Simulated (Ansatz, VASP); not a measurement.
**Al2O3 in two plane-wave programs**

Wanted: the spread between two codes on one cell, functional and k mesh.

Method: plane waves, with VASP 6.6.1 beside it; single point at LDA, in Ansatz 0.2.0.

### Step 1. The starting structure

The structure is orthorhombic, space group Pnnm (No. 58). Conventional cell: a = 4.614 Å, b = 9.563 Å, c = 3.120 Å, α = 90.00°, β = 90.00°, γ = 90.00°. Nearest to Al lie 4 O at 1.67 to 1.82 Å. Nearest to O lie 2 Al at 1.67 Å. Nearest to O lie 3 Al at 1.80 to 1.82 Å. Farther neighbours and most contacts between anions are not listed.

As a file:

```cif
data_structure
_symmetry_space_group_name_H-M 'P 1'
_symmetry_Int_Tables_number 1
_cell_length_a 4.6138
_cell_length_b 9.5633
_cell_length_c 3.1199
_cell_angle_alpha 90.000
_cell_angle_beta 90.000
_cell_angle_gamma 90.000
_cell_volume 137.66
loop_
_atom_site_label
_atom_site_type_symbol
_atom_site_fract_x
_atom_site_fract_y
_atom_site_fract_z
_atom_site_occupancy
Al1 Al 0.04726 0.82664 0.00000 1
Al2 Al 0.95274 0.17336 0.00000 1
Al3 Al 0.54726 0.67336 0.50000 1
Al4 Al 0.45274 0.32664 0.50000 1
O5 O 0.50000 0.50000 0.50000 1
O6 O 0.21039 0.76830 0.50000 1
O7 O 0.28961 0.26830 0.00000 1
O8 O 0.71039 0.73170 0.00000 1
O9 O 0.00000 0.00000 0.00000 1
O10 O 0.78961 0.23170 0.50000 1
```

### Step 2. VASP: single point, LDA

With cell and atoms fixed, the geometry can't cause a difference; cores, projectors, grids and the points listed under the comparison can.

Lines of VASP's logs that name or quote its potential files are left out, and so is its time.

INCAR

```
SYSTEM = Al2O3
PREC = Accurate
ENCUT = 520
EDIFF = 1E-07
NELM = 100
ISMEAR = 0
SIGMA = 0.01
LREAL = .FALSE.
ALGO = Normal
GGA = CA
NBANDS = 34
LORBIT = 11
LWAVE = .FALSE.
LCHARG = .FALSE.
KPAR = 4
```

POSCAR

```
Al2O3
1.0
    4.6137770000      0.0000000000      0.0000000000
    0.0000000000      9.5632790000      0.0000000000
    0.0000000000      0.0000000000      3.1198620000
Al O
4 6
Direct
    0.0472582104      0.8266388528      0.0000000000
    0.9527417896      0.1733611472      0.0000000000
    0.5472582104      0.6733611472      0.5000000000
    0.4527417896      0.3266388528      0.5000000000
    0.5000000000      0.5000000000      0.5000000000
    0.2103891546      0.7682982375      0.5000000000
    0.2896108454      0.2682982375      0.0000000000
    0.7103891546      0.7317017625      0.0000000000
    0.0000000000      0.0000000000      0.0000000000
    0.7896108454      0.2317017625      0.5000000000
```

KPOINTS

```
Automatic mesh
0
Gamma
5 3 7
0 0 0
```

Potentials, in the order of the species: Al and O (PBE family, release 64).

Launch:

```bash
$ mpirun -np 4 vasp_std
```

Numbers of over 12 decimals in the logs are rounded to 6 here.

The program printed:

```text
[banner, memory and clock lines left out]
running    4 mpi-ranks, on    1 nodes
 distrk:  each k-point on    1 cores,    4 groups
 distr:  one band on    1 cores,    1 groups

 POSCAR found type information on POSCAR AlO
 POSCAR found :  2 types and      10 ions
|                                                                             |
|               ----> ADVICE to this user running VASP <----                  |
|                                                                             |
|     You enforced a specific xc type in the INCAR file but a different       |
|     [... a line on the potential file left out ...]
|     I HOPE YOU KNOW WHAT YOU ARE DOING!                                     |
|                                                                             |

 LDA part: xc-table for (Slater(with rela. corr.)+CA(PZ))
 , standard interpolation
 POSCAR, INCAR and KPOINTS ok, starting setup
 FFT: planning ... GRIDC
 FFT: planning ... GRID_SOFT
 FFT: planning ... GRID
 WAVECAR not read
 entering main loop
       N       E                     dE             d eps       ncg     rms          rms(c)
DAV:   1     0.252008850055E+03    0.25201E+03   -0.22954E+04  1632   0.126E+03
DAV:   2    -0.705617215041E+02   -0.32257E+03   -0.30802E+03  2176   0.276E+02
DAV:   3    -0.921507577938E+02   -0.21589E+02   -0.21464E+02  2064   0.766E+01
DAV:   4    -0.924073378076E+02   -0.25658E+00   -0.25637E+00  1976   0.940E+00
DAV:   5    -0.924114387894E+02   -0.41010E-02   -0.40997E-02  2004   0.118E+00    0.191E+01
DAV:   6    -0.812835189217E+02    0.11128E+02   -0.44375E+01  1838   0.341E+01    0.679E+00
DAV:   7    -0.810384499984E+02    0.24507E+00   -0.98433E-01  1834   0.545E+00    0.373E+00
DAV:   8    -0.808566672812E+02    0.18178E+00   -0.13781E-01  2020   0.258E+00    0.108E+00
DAV:   9    -0.808371112539E+02    0.19556E-01   -0.26676E-02  2072   0.124E+00    0.257E-01
DAV:  10    -0.808384609813E+02   -0.13497E-02   -0.42255E-03  1766   0.340E-01    0.192E-01
DAV:  11    -0.808390941721E+02   -0.63319E-03   -0.16650E-03  1808   0.245E-01    0.656E-02
DAV:  12    -0.808390473307E+02    0.46841E-04   -0.40777E-04  1992   0.132E-01    0.153E-02
DAV:  13    -0.808390607994E+02   -0.13469E-04   -0.74515E-05  1750   0.466E-02    0.994E-03
DAV:  14    -0.808390623635E+02   -0.15640E-05   -0.87323E-06  1880   0.173E-02    0.258E-03
DAV:  15    -0.808390624002E+02   -0.36702E-07   -0.34549E-07  1966   0.335E-03
   1 F= -.80839062E+02 E0= -.80839062E+02  d E =-.452077E-41
```

OUTCAR, selected parts (step 2):

```text
ion  position               nearest neighbor table
   1  0.047  0.827  0.000-   9 1.67   8 1.80   6 1.82   6 1.82   3 3.15   3 3.15   3 3.15   3 3.15
                             2 3.34
   2  0.953  0.173  0.000-   9 1.67   7 1.80  10 1.82  10 1.82   4 3.15   4 3.15   4 3.15   4 3.15
                             1 3.34
   3  0.547  0.673  0.500-   5 1.67   6 1.80   8 1.82   8 1.82   1 3.15   1 3.15   1 3.15   1 3.15
                             4 3.34
   4  0.453  0.327  0.500-   5 1.67  10 1.80   7 1.82   7 1.82   2 3.15   2 3.15   2 3.15   2 3.15
                             3 3.34
   5  0.500  0.500  0.500-   3 1.67   4 1.67
   6  0.210  0.768  0.500-   3 1.80   1 1.82   1 1.82
   7  0.290  0.268  0.000-   2 1.80   4 1.82   4 1.82
   8  0.710  0.732  0.000-   1 1.80   3 1.82   3 1.82
   9  0.000  0.000  0.000-   1 1.67   2 1.67
  10  0.790  0.232  0.500-   4 1.80   2 1.82   2 1.82

  LATTYP: Found a simple orthorhombic cell.
 ALAT       =     3.1198620000
 B/A-ratio  =     1.4788400897
 C/A-ratio  =     3.0652891057

 Subroutine GETGRP returns: Found  8 space group operations
 (whereof  4 operations were pure point group operations)

The static configuration has the point symmetry C_2h.
 The point group associated with its full space group is D_2h.

 Found     24 irreducible k-points:

   k-points           NKPTS =     24   k-points in BZ     NKDIM =     24   number of bands    NBANDS=     34

   dimension x,y,z NGX =    36 NGY =   72 NGZ =   24
   dimension x,y,z NGXF=    72 NGYF=  144 NGZF=   48

   ENCUT  =  520.0 eV  38.22 Ry    6.18 a.u.   8.58 17.78  5.80*2*pi/ulx,y,z

   NELECT =      48.0000    total number of electrons

 k-points in reciprocal lattice and weights: Automatic mesh
   0.00000000  0.00000000  0.00000000       0.010
   0.20000000  0.00000000  0.00000000       0.019
   0.40000000  0.00000000  0.00000000       0.019
   0.00000000  0.33333333  0.00000000       0.019
   0.20000000  0.33333333  0.00000000       0.038
   0.40000000  0.33333333  0.00000000       0.038
   0.00000000  0.00000000  0.14285714       0.019
   0.20000000  0.00000000  0.14285714       0.038
   0.40000000  0.00000000  0.14285714       0.038
[...]
0.20000000  0.33333333  0.42857143       0.076
   0.40000000  0.33333333  0.42857143       0.076

 average (electrostatic) potential at core
       1 -75.8828       2 -75.8828       3 -75.8828       4 -75.8828       5 -70.6941
       6 -72.5179       7 -72.5179       8 -72.5179       9 -70.6941      10 -72.5179

 E-fermi :   1.6166

 k-point     1 :       0.0000    0.0000    0.0000
  band No.  band energies     occupation
    ...
     20       0.0630      2.00000
     21       0.4128      2.00000
     22       1.1737      2.00000
     23       1.4481      2.00000
     24       1.5242      2.00000
     25       4.8517      0.00000
     26       6.3725      0.00000
     27       7.4515      0.00000
     28       7.9320      0.00000
     29       7.9495      0.00000
    ...

 k-point     2 :       0.2000    0.0000    0.0000
  band No.  band energies     occupation
    ...
     20      -0.2460      2.00000
     21       0.4286      2.00000
     22       1.0557      2.00000
     23       1.4591      2.00000
     24       1.5202      2.00000
     25       5.4358      0.00000
     26       6.7992      0.00000
     27       7.6084      0.00000
     28       8.0210      0.00000
     29       8.1931      0.00000
    ...

 k-point     3 :       0.4000    0.0000    0.0000
  band No.  band energies     occupation
    ...
     20      -0.7116      2.00000
     21       0.5379      2.00000
     22       0.7847      2.00000
     23       1.4837      2.00000
     24       1.5067      2.00000
     25       6.6829      0.00000
     26       7.5621      0.00000
     27       7.7556      0.00000
     28       7.8420      0.00000
     29       8.7935      0.00000
    ...

  Total       -1.7345401     -0.0459384     -8.4326666      0.0000000      0.0000000      0.0000000
  in kB      -20.1881315     -0.5346722    -98.1469265      0.0000000      0.0000000      0.0000000
  external PRESSURE =     -39.6232434 kB  Pullay stress =       0.0000000 kB

  energy-cutoff  :      520.00
  volume of cell :      137.66
      direct lattice vectors                 reciprocal lattice vectors
     4.613777000  0.000000000  0.000000000     0.216742162  0.000000000  0.000000000
     0.000000000  9.563279000  0.000000000     0.000000000  0.104566645  0.000000000
     0.000000000  0.000000000  3.119862000     0.000000000  0.000000000  0.320526998

 POSITION                                       TOTAL-FORCE (eV/Angst)
 -----------------------------------------------------------------------------------
      0.21804      7.90538      0.00000         0.025146     -0.026601      0.000000
      4.39574      1.65790      0.00000        -0.025146      0.026601     -0.000000
      2.52493      6.43954      1.55993         0.025146      0.026601      0.000000
      2.08885      3.12374      1.55993        -0.025146     -0.026601     -0.000000
      2.30689      4.78164      1.55993        -0.000000     -0.000000      0.000000
      0.97069      7.34745      1.55993        -0.018975      0.003802     -0.000000
      1.33620      2.56581      0.00000         0.018975      0.003802      0.000000
      3.27758      6.99747      0.00000        -0.018975     -0.003802     -0.000000
      0.00000      0.00000      0.00000        -0.000000     -0.000000      0.000000
      3.64309      2.21583      1.55993         0.018975     -0.003802      0.000000
 -----------------------------------------------------------------------------------
    total drift:                               -0.000000      0.000000      0.000000

  FREE ENERGIE OF THE ION-ELECTRON SYSTEM (eV)
  ---------------------------------------------------
  free  energy   TOTEN  =       -80.8390624002 eV

  energy  without entropy=      -80.8390624002  energy(sigma->0) =      -80.83906240

 total charge
# of ion       s       p       d       tot
------------------------------------------
    1        0.340   0.443   0.000   0.784
    2        0.340   0.443   0.000   0.784
    3        0.340   0.443   0.000   0.784
    4        0.340   0.443   0.000   0.784
    5        1.536   3.610   0.000   5.146
    6        1.531   3.608   0.000   5.138
    7        1.531   3.608   0.000   5.138
    8        1.531   3.608   0.000   5.138
    9        1.536   3.610   0.000   5.146
   10        1.531   3.608   0.000   5.138
--------------------------------------------------
tot         10.557  23.424   0.000  33.981

[... 3 further parts left out ...]
```

The run ends at a pressure of -3.96 GPa, with forces up to 0.037 eV/Å.

### Step 3. Ansatz: single point, LDA

Ansatz runs on its default PAW (the set named soft_2) files.

The same cell, functional (in two slightly different forms), mesh and smearing now go to Ansatz, which takes its cutoff from its data sets.

input.yaml

```yaml
crystal:
  lattice:
    - [4.613777, 0.0, 0.0]
    - [0.0, 9.563279, 0.0]
    - [0.0, 0.0, 3.119862]
  atoms:
    - { symbol: Al, position: [0.0472582104, 0.8266388528, 0.0] }
    - { symbol: Al, position: [0.9527417896, 0.1733611472, 0.0] }
    - { symbol: Al, position: [0.5472582104, 0.6733611472, 0.5] }
    - { symbol: Al, position: [0.4527417896, 0.3266388528, 0.5] }
    - { symbol: O, position: [0.5, 0.5, 0.5] }
    - { symbol: O, position: [0.2103891546, 0.7682982375, 0.5] }
    - { symbol: O, position: [0.2896108454, 0.2682982375, 0.0] }
    - { symbol: O, position: [0.7103891546, 0.7317017625, 0.0] }
    - { symbol: O, position: [0.0, 0.0, 0.0] }
    - { symbol: O, position: [0.7896108454, 0.2317017625, 0.5] }
hamiltonian:
  xc: lda
  pseudopotentials: { kind: paw }
kpoints:
  mp_grid: { grid: [5, 3, 7] }
scf:
  occupations: { method: gaussian, width: 0.01 }
  n_extra_bands: 6
output:
  forces: true
  stress: true
  eigenvalues: true
```

Launch:

```bash
$ ansatz run input.yaml --threads 4 --pin off --max-ram 9216MiB --backend cpu --events-out ev --progress --plain --runs-dir out
```

The program printed:

```text
scf.n_extra_bands = 6 over 24 filled bands (N_el = 48.0): the run solves 30 bands
Engine: ansatz 0.2.0, aarch64-unknown-linux-gnu
Pseudopotentials: kind: paw
Pseudopotential: Al, paw, valence charge 3, recommended cutoff 420 eV (normal), Al.paw.azcp
Pseudopotential: O, paw, valence charge 6, recommended cutoff 420 eV (normal), O.paw.azcp
Functional definition: SPW92
  exchange = slater_x
  correlation = pw_c
Crystal: 10 atoms, lattice volume = 137.657 Å³
Basis set: ecut = 420 eV, 2707 PW (Γ)
Bands: 30, of which v1, the nominal top of the filled ones, is band 24 counted from 1 (23 counted from 0)
Symmetry: 8 space group operations
Space group: Pnnm (ITA 58), of the structure as read, at distance tolerance 5.2e-5 Å
k-points: 24 of 105
Non-local potential: Al, projectors of the file, l = 0: 2, l = 1: 2, l = 2: 1
Non-local potential: O, projectors of the file, l = 0: 2, l = 1: 2, l = 2: 1
PAW form: soft (Blöchl's): semilocal exchange-correlation on the pseudo side does not see the compensation charge
PAW frozen core: Al, regenerated for the run's functional, and the local potential with it (the file was generated under x = pbe(κ = 0.804, μ = 0.219515), c = pbe(β = 0.066725))
PAW frozen core: O, regenerated for the run's functional, and the local potential with it (the file was generated under x = pbe(κ = 0.804, μ = 0.219515), c = pbe(β = 0.066725))
PAW one-centre angular grid: Al, 110 points (default); XC on 64 Gauss nodes
PAW one-centre angular grid: O, 110 points (default); XC on 64 Gauss nodes
Initial density: superposition of atomic densities (neutral atoms: chi_scale 0, normalization atom), corrected by the library's trained network
Initial wavefunctions: pseudopotential atomic-orbital guess
Functional: x = slater, c = lda
SCF iter   1: F=—  HF=-5397.620140 eV  |F-HF|=—  |Δ(HF+E_count)|=         —  Δρ=1.34e-2  dr2=2.40e-1  ethr=1.77e-3  ⟨swp⟩=7.7  Hψ=3779  notcnv=0
preconditioner: auto → Resta (q_TF=auto, 2.289 Å⁻¹)  ε∞=3.6  [insulator: Δε(μ)=3.167 eV  Ē_g=13.667 eV  σ=0.010 eV  W_gap=1.00  n_scr=22 (ndim 8)  ℏωp=21.9 eV  f_vac=0.149  D(μ)=0.00/eV (n_scr^D=0)  ε∞_Penn≈3.6]
SCF iter   2: F=—  HF=-5397.552454 eV  |F-HF|=—  |Δ(HF+E_count)|=   6.77e-2  Δρ=3.87e-3  dr2=7.78e-3  ethr=5.00e-4  ⟨swp⟩=2.1  Hψ=1443  notcnv=0  defer=37
SCF iter   3: F=—  HF=-5397.550942 eV  |F-HF|=—  |Δ(HF+E_count)|=   1.51e-3  Δρ=1.66e-3  dr2=2.84e-3  ethr=1.62e-5  ⟨swp⟩=2.5  Hψ=1241  notcnv=0  defer=37
SCF iter   4: F=—  HF=-5397.550913 eV  |F-HF|=—  |Δ(HF+E_count)|=   2.84e-5  Δρ=1.08e-3  dr2=1.31e-3  ethr=5.92e-6  ⟨swp⟩=2.3  Hψ=1066  notcnv=0  defer=37
SCF iter   5: F=—  HF=-5397.550687 eV  |F-HF|=—  |Δ(HF+E_count)|=   2.26e-4  Δρ=2.10e-4  dr2=9.96e-5  ethr=2.73e-6  ⟨swp⟩=2.5  Hψ=1212  notcnv=0  defer=37
SCF iter   6: F=—  HF=-5397.550741 eV  |F-HF|=—  |Δ(HF+E_count)|=   5.36e-5  Δρ=4.49e-5  dr2=5.31e-6  ethr=2.07e-7  ⟨swp⟩=2.3  Hψ=1018  notcnv=0  defer=37
SCF iter   7: F=-5397.550743 eV  HF=-5397.550743 eV  |F-HF|=2.75e-8  |Δ(HF+E_count)|=   2.29e-6  Δρ=5.78e-6  dr2=7.96e-8  ethr=2.08e-10  ⟨swp⟩=9.0  Hψ=3957  notcnv=0
SCF 1 converged in 7 iterations: F = -5397.550743 eV  dr2 = 7.96e-8
  greatest PAW one-centre occupation: 0.855 electrons in one spin orbital (limit 2), on the O atom at site 4 (counted from 0), in its partial waves of l = 0
SCF converged after 7 iterations
Free energy (F): -5397.550743 eV
Harris-Foulkes:  -5397.550743 eV  (|F-HF|=2.75e-8)
Internal energy: -5397.550743 eV  (E = F + TS)
E sigma→0 (E₀):  -5397.550743 eV
Fermi energy:    4.156014 eV
--- Per-component energies (eV) ---
  E_band       = -203.676359
  E_kinetic    = 1158.851952
  E_local      = -3056.457035  (includes V_loc(G=0)·N_el)
  E_nonlocal   = 342.011528
  E_hartree    = 1137.253657
  E_xc         = -595.114837
  E_vxc        = -680.053903  (∫ρ·V_xc dr)
  E_paw        = -2661.360136  (= ΣΔE_a)
  E_vpaw       = -242.554917  (= ΣTr[D̂ρ^β])
  E_aug_tail   = 0.015430  (compensation charges beyond the density's cutoff)
  E_ewald      = -1723.555697
  E_core_change = 0.804395  (= ΣΔE_core)
  E_smearing   = -0.000000  (= −TS)
  E_closure    = -0.000000  (closes the sum)
  Σ components = -5397.550743   (vs F -5397.550743, Δ=0.00e0)
--- Forces (eV/Å), atoms counted from 1 ---
  atom   1  Al    -0.01309608     0.07941926     0.00000000
  atom   2  Al     0.01309608    -0.07941926     0.00000000
  atom   3  Al    -0.01309608    -0.07941926     0.00000000
  atom   4  Al     0.01309608     0.07941926     0.00000000
  atom   5  O      0.00000000     0.00000000     0.00000000
  atom   6  O     -0.00772914     0.00704009     0.00000000
  atom   7  O      0.00772914     0.00704009     0.00000000
  atom   8  O     -0.00772914    -0.00704009     0.00000000
  atom   9  O     -0.00000000     0.00000000     0.00000000
  atom  10  O      0.00772914    -0.00704009     0.00000000
  max |Σ_I F_I| component: 2.60e-18 eV/Å
--- Stress (GPa, compression-positive) ---
       -2.779459       0.000000       0.000000
        0.000000      -1.967657       0.000000
        0.000000       0.000000     -10.668752
  P = ⅓ Tr σ = -5.1386 GPa (-51.386 kbar)
--- Band table (eV; the first three rows and the last of 24) ---
  k-point 0: bands = [... 20 lower, 1.3811, 2.1443, 2.4111, 2.4864, 5.8256, 7.3423, 8.4484, 8.9129, ... 2 higher]
  k-point 1: bands = [... 20 lower, 1.4639, 2.0547, 2.1136, 2.2111, 6.5276, 7.8760, 8.9498, 9.2550, ... 2 higher]
  k-point 2: bands = [... 20 lower, 1.5495, 1.6365, 1.7003, 2.0136, 7.9827, 8.8704, 9.3905, 10.2638, ... 2 higher]
  k-point 23: bands = [... 20 lower, 1.2513, 1.3351, 1.7899, 1.8702, 9.5534, 9.5726, 10.1944, 10.4308, ... 2 higher]
```

Run time: 2.2 s. Hardware: 4 threads of Arm Neoverse V2, shared host; peak memory 0.42 GiB.

Reading the cycles: dr2 is the Hartree energy of the density residual (eV), the measure of convergence; HF is the Harris–Foulkes estimate of the energy, which meets the free energy F at convergence.

The run ends at a pressure of -5.14 GPa, with forces up to 0.080 eV/Å.

### Step 4. Differences

Known differences besides the potentials themselves: the two LDA forms differ slightly; the cutoff is 420 eV in Ansatz and 520 eV in VASP; Ansatz makes its cores anew for this functional, VASP keeps those of its PBE data sets; VASP's log shows a relativistic correction to its local exchange, Ansatz's none. Total energies have different zeros and are not compared.

The two programs side by side:

```tsv
quantity	Ansatz	VASP	difference
pressure (GPa)	-5.14	-3.96	-1.18
pressure without Ansatz's Pulay correction (GPa)	-5.85	-3.96	-1.88
gap on the k mesh (eV)	3.339	3.328	+0.012
```

At this near-relaxed geometry the largest component of a force difference is 106 meV/Å. A gap on the mesh is an upper bound, since the band edges may lie between its points. Ansatz's pressure holds a Pulay correction of 0.71 GPa; VASP's holds none.

### Step 5. What the set-up changes

Further runs change the set-up of one program: Ansatz's method, potentials or start, or VASP's data sets, cutoff or form of LDA. The table gives Ansatz less VASP for each quantity, since a change that brings one quantity closer may part another.

```tsv
run	r.m.s. force difference (meV/Å)	pressure (GPa)	gap on the k mesh (eV)	pressure without Ansatz's Pulay correction (GPa)
as above	41	-1.2	0.012	-1.9
cores kept as stored	29	-0.66	0.017	-1.3
Ansatz's larger PAW set (cutoff 1050 eV)	25	-0.94	0.029	
norm-conserving potentials (cutoff 1143 eV)	46	-2.2	0.017
```

### Step 6. Outcome

| Item | Value |
| --- | --- |
| r.m.s. force difference (single point, LDA) | 41 meV/Å |
| difference in pressure (single point, LDA) | -1.2 GPa |

**Reading.** The r.m.s. force difference is 41 meV/Å (single point, LDA), beyond the 12 meV/Å picked in this series as the mark of a large difference. By the marks of this series, far apart in the single point, LDA pair: the r.m.s. force difference, 41 meV/Å and the difference in pressure, -1.2 GPa. Single point, LDA, cores kept as stored: r.m.s. force difference goes from 41 to 29 meV/Å; the difference in pressure goes from -1.2 to -0.66 GPa; the difference in gap on the k mesh goes from 0.012 to 0.017 eV; the difference in pressure without Ansatz's Pulay correction goes from -1.9 to -1.3 GPa. Single point, LDA, Ansatz's larger PAW set (cutoff 1050 eV): r.m.s. force difference goes from 41 to 25 meV/Å; the difference in gap on the k mesh goes from 0.012 to 0.029 eV. Single point, LDA, norm-conserving potentials (cutoff 1143 eV): the difference in pressure goes from -1.2 to -2.2 GPa; the difference in gap on the k mesh goes from 0.012 to 0.017 eV. 2 further runs of this series are not shown here. Such differences can come from data sets, numerical settings and the points named under the comparisons, not from the functional's error against experiment.

[Lines on the potential files, build, host, timing and source positions are cut from VASP's logs without a mark.]

[Logs are printed without paths, hosts, clocks, repeated set-up lines and the standing remarks that a program may print on its own settings, such as how far it seeks lower states.]

[Hosts, paths, dates, database ids (printed as entryN), source tags and the programs' standing remarks are cut or masked in the printed files.]
